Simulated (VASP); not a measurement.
Consider the following.

```
VSi
1.0
    2.95011     0.00000     0.00000
    0.00000     2.95011     0.00000
    0.00000     0.00000     2.95011
V Si
1 1
Direct
  0.00000   0.00000   0.00000
  0.50000   0.50000   0.50000
```

The numbers are results of r2SCAN meta-GGA, VASP's PBE PAW potentials (set 64) (plane waves; VASP 6.6.1), not measurements. Settings: 400 eV cut-off, 14×14×14 Γ-centred mesh, tetrahedra with Blöchl corrections, potentials V_sv Si.

Task: What does the run give for the energy per atom (σ→0), band gap (over mesh and band path) with the smallest direct gap where there is one?

Result: 
```json
{
  "band gap (over mesh and band path)": "none (metal, semimetal or under 0.01 eV)",
  "energy per atom (σ→0)": "-11.522 eV/atom"
}
```

Total energies compare only between runs with the same potentials, cut-off and functional.

The structure was generated: VSi was put into the CsCl type type (Pm-3m), which need not be its known phase. It was relaxed first, which changed the volume by -36 %. The run is not spin-polarised, so no magnetic state was tried. The electron count is odd and the run is not spin-polarised, which forces a metal.
